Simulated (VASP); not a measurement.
# RuP (relaxed from the CsCl type structure, space group Pm-3m): computed properties

The numbers are results of PBEsol GGA, VASP's PBE PAW potentials (set 64) (plane waves; VASP), not measurements.

For RuP, the space group is Pm-3m (221). The cell is a = b = c = 2.9158 Å, α = β = γ = 90.00°. The volume per atom is 12.40 Å³/atom and the band gap (over mesh and band path) comes out as none (metal, semimetal or under 0.01 eV). The density is 8.84 g/cm³.

```yaml
crystal:
  lattice:
    - [2.91581, 0.00000, 0.00000]
    - [0.00000, 2.91581, 0.00000]
    - [0.00000, 0.00000, 2.91581]
  atoms:
    - { symbol: Ru, position: [0.00000, 0.00000, 0.00000] }
    - { symbol: P, position: [0.50000, 0.50000, 0.50000] }
```

The structure was generated: RuP was put into the CsCl type type (Pm-3m), which need not be its known phase. It was relaxed first, which changed the volume by -30 %. Symmetry was kept, so distortions that lower it aren't found. The electron count is odd and the run is not spin-polarised, which forces a metal.
